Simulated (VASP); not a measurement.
Here is the system:

```
CELL_PARAMETERS angstrom
      0.00000     2.47500     2.47500
      2.47500     0.00000     2.47500
      2.47500     2.47500     0.00000
ATOMIC_POSITIONS crystal
  Pb 0.00000 0.00000 0.00000
```

These are PBE GGA, VASP's PBE PAW potentials (set 64) (plane waves; VASP) values and carry that method's errors. Settings: 400 eV cut-off, 11×11×11 Γ-centred mesh, first-order Methfessel-Paxton smearing of 0.10 eV, potentials Pb_d.

Energy and stress use the plane-wave basis of the starting cell.

The ions, cell shape and volume are relaxed. Give the cell that the relaxation ends in.

```
CELL_PARAMETERS angstrom
      0.00000     2.51175     2.51175
      2.51175     0.00000     2.51175
      2.51175     2.51175     0.00000
ATOMIC_POSITIONS crystal
  Pb 0.00000 0.00000 0.00000
```
Space group Fm-3m (225), at a tolerance of 0.03 Å.

How do energy and volume change from the first to the last step?

The energy (σ→0) changes by -9.1 meV/atom and the volume by +4.5 %, in 3 ionic steps.

The compound is Pb in the fcc structure. This run relaxes it. Symmetry was kept, so distortions that lower it aren't found.
